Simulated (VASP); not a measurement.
Calculation: PBE GGA, VASP's PBE PAW potentials (set 64) (plane waves; VASP).

VASP ran on this input.

**POSCAR**
```
AsPt
2.7473450
  0.0000000000   1.0000000000   1.0000000000
  1.0000000000   0.0000000000   1.0000000000
  1.0000000000   1.0000000000   0.0000000000
As Pt
1 1
Cartesian
  0.0000000000   0.0000000000   0.0000000000
  1.0000000000   1.0000000000   1.0000000000
```

File KPOINTS:
```
kpoints
0
gamma
 8 8 8
```

### INCAR
```
SYSTEM  =  AsPt
PREC  =  Accurate; ENCUT  =  400; LREAL  =  F
LASPH  =  T; NBANDS  =  9
EDIFF  =  1E-6; NELM  =  100; ALGO  =  Normal
LMAXMIX  =  6
ISMEAR  =  0; SIGMA  =  0.05
GGA  =  PE
ISIF  =  2
LWAVE  =  F; LCHARG  =  F
```

POTCAR, in this order: As Pt (PBE.64 set). Program: vasp_std.

Output

### OSZICAR
```
       N       E                     dE             d eps       ncg     rms          rms(c)
DAV:   1     0.547672502807E+02    0.54767E+02   -0.59567E+03   522   0.116E+03
DAV:   2    -0.848678817338E+01   -0.63254E+02   -0.60535E+02   681   0.206E+02
DAV:   3    -0.109113100385E+02   -0.24245E+01   -0.22104E+01   618   0.355E+01
DAV:   4    -0.109777609163E+02   -0.66451E-01   -0.66139E-01   649   0.539E+00
DAV:   5    -0.109793684304E+02   -0.16075E-02   -0.16065E-02   627   0.747E-01    0.614E+00
DAV:   6    -0.107804033039E+02    0.19897E+00   -0.19286E+00   546   0.131E+01    0.333E+00
DAV:   7    -0.107404100590E+02    0.39993E-01   -0.20466E-01   528   0.450E+00    0.199E+00
DAV:   8    -0.107334077000E+02    0.70024E-02   -0.50669E-02   543   0.195E+00    0.274E-01
DAV:   9    -0.107331682165E+02    0.23948E-03   -0.10514E-03   627   0.261E-01    0.241E-01
DAV:  10    -0.107328712863E+02    0.29693E-03   -0.16236E-03   537   0.266E-01    0.523E-02
DAV:  11    -0.107328730637E+02   -0.17774E-05   -0.54399E-05   561   0.678E-02    0.283E-02
DAV:  12    -0.107328707651E+02    0.22986E-05   -0.45355E-06   520   0.172E-02    0.769E-03
DAV:  13    -0.107328699395E+02    0.82559E-06   -0.26454E-06   378   0.112E-02
   1 F= -.10732870E+02 E0= -.10731694E+02  d E =-.235167E-02
```

**OUTCAR**
```
------------------------ aborting loop because EDIFF is reached ----------------------------------------
  FORCE on cell =-STRESS in cart. coord.  units (eV):
  Direction    XX          YY          ZZ          XY          YZ          ZX
  --------------------------------------------------------------------------------------
  Total       -3.6995318     -3.6995318     -3.6995318     -0.0000000     -0.0000000      0.0000000
  in kB     -142.9182721   -142.9182721   -142.9182721     -0.0000000     -0.0000000      0.0000000
  external PRESSURE =    -142.9182721 kB  Pullay stress =       0.0000000 kB
  volume of cell :       41.47
      direct lattice vectors                 reciprocal lattice vectors
     0.000000000  2.747345000  2.747345000    -0.181993889  0.181993889  0.181993889
     2.747345000  0.000000000  2.747345000     0.181993889 -0.181993889  0.181993889
     2.747345000  2.747345000  0.000000000     0.181993889  0.181993889 -0.181993889
 POSITION                                       TOTAL-FORCE (eV/Angst)
 -----------------------------------------------------------------------------------
      0.00000      0.00000      0.00000        -0.000000      0.000000      0.000000
      2.74735      2.74735      2.74735         0.000000     -0.000000     -0.000000
 -----------------------------------------------------------------------------------
    total drift:                                0.000000      0.000000      0.000000
  FREE ENERGIE OF THE ION-ELECTRON SYSTEM (eV)
  ---------------------------------------------------
  free  energy   TOTEN  =       -10.7328699395 eV

  energy  without entropy=      -10.7305182724  energy(sigma->0) =      -10.73169411
```
(Selected blocks of OUTCAR.)

OUTCAR:
```
 val. band max:        5.8330471896   @ k =   0.1250   0.1250   0.0000

 cond. band min:       5.8449166644   @ k =   0.2500   0.2500   0.0000


 Fermi energy:         5.8446602365

 k-point     1 :       0.0000    0.0000    0.0000
  band No.  band energies     occupation
      1      -6.4788      2.00000
      2       3.2293      2.00000
      3       3.2293      2.00000
      4       3.2293      2.00000
      5       3.2314      2.00000
      6       3.2314      2.00000
      7       6.3611      0.00000
      8       6.3611      0.00000
      9       6.3611      0.00000

 k-point     2 :       0.1250    0.0000    0.0000
  band No.  band energies     occupation
      1      -6.2901      2.00000
      2       2.8911      2.00000
      3       2.8911      2.00000
      4       2.9575      2.00000
      5       3.3296      2.00000
      6       3.3296      2.00000
      7       5.1854      2.00000
      8       6.8781      0.00000
      9       6.8781      0.00000

 k-point     3 :       0.2500    0.0000    0.0000
  band No.  band energies     occupation
      1      -5.7629      2.00000
      2       1.8032      2.00000
      3       2.2995      2.00000
      4       2.2995      2.00000
      5       3.5867      2.00000
      6       3.5867      2.00000
      7       4.4462      2.00000
      8       7.9548      0.00000
      9       7.9548      0.00000

 k-point     4 :       0.3750    0.0000    0.0000
  band No.  band energies     occupation
      1      -5.0636      2.00000
      2       0.3673      2.00000
      3       1.8601      2.00000
      4       1.8601      2.00000
      5       3.8709      2.00000
      6       3.8709      2.00000
      7       4.4097      2.00000
      8       9.0451      0.00000
      9       9.0451      0.00000

 k-point     5 :       0.5000    0.0000    0.0000
  band No.  band energies     occupation
      1      -4.6722      2.00000
      2      -0.3032      2.00000
      3       1.7037      2.00000
...
```

Unless said otherwise, spin-orbit coupling is left out, though it shifts the bands of the heavy elements here.

The structure was generated: AsPt was put into the rocksalt type (Fm-3m), which need not be its known phase. The cell was not relaxed at this level. The run is one of a series of settings (NBANDS = 9 against the base run), some of them coarse on purpose. The electron count is odd and the run is not spin-polarised, which forces a metal. VASP warned that the highest band is occupied, so more bands are needed.
